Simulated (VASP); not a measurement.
OSZICAR of a VASP run on Fe (bcc):

OSZICAR:
```
       N       E                     dE             d eps       ncg     rms          rms(c)
DAV:   1     0.107134504094E+02    0.10713E+02   -0.35624E+03  9864   0.903E+02
DAV:   2    -0.986247107614E+01   -0.20576E+02   -0.19246E+02  9265   0.116E+02
DAV:   3    -0.100917943188E+02   -0.22932E+00   -0.22899E+00 10315   0.166E+01
DAV:   4    -0.100927915552E+02   -0.99724E-03   -0.99717E-03 10114   0.102E+00
DAV:   5    -0.100928008597E+02   -0.93045E-05   -0.93043E-05  9895   0.894E-02    0.126E+01
RMM:   6    -0.897122677721E+01    0.11216E+01   -0.40843E+00  9216   0.339E+01    0.541E+00
RMM:   7    -0.894066485932E+01    0.30562E-01   -0.26118E-01  9216   0.971E+00    0.369E+00
RMM:   8    -0.892892334663E+01    0.11742E-01   -0.27307E-02  9216   0.140E+00    0.133E+00
RMM:   9    -0.892064825384E+01    0.82751E-02   -0.28704E-03  9216   0.741E-01    0.270E-01
RMM:  10    -0.892029215592E+01    0.35610E-03   -0.41222E-04  9223   0.306E-01    0.543E-02
RMM:  11    -0.892032976117E+01   -0.37605E-04   -0.70452E-05  9129   0.110E-01    0.323E-02
RMM:  12    -0.892033472277E+01   -0.49616E-05   -0.13514E-05  6267   0.447E-02
   1 F= -.89203347E+01 E0= -.89205476E+01  d E =-.892033E+01  mag=     2.0826
```

Question: Which electronic solver shows in the log?

Answer: It is blocked Davidson (ALGO = Normal, or the opening steps of other solvers) and then RMM-DIIS (ALGO = Fast or VeryFast). The INCAR had ALGO = Fast.

Question: How was spin treated?

Answer: Collinear spin (ISPIN = 2): the summary line carries one mag value, 2.08 μB in the cell.

Question: Can the final energy be trusted as converged?

Answer: Self-consistency was reached. It stopped with EDIFF = 1E-5, NELM = 100, NSW = 20 and EDIFFG = -0.03 after 1 ionic step (PBEsol GGA, plane waves, VASP's PBE PAW potentials (set 64)).

The compound is Fe in the bcc structure. It was relaxed first, which changed the volume by -9 %.
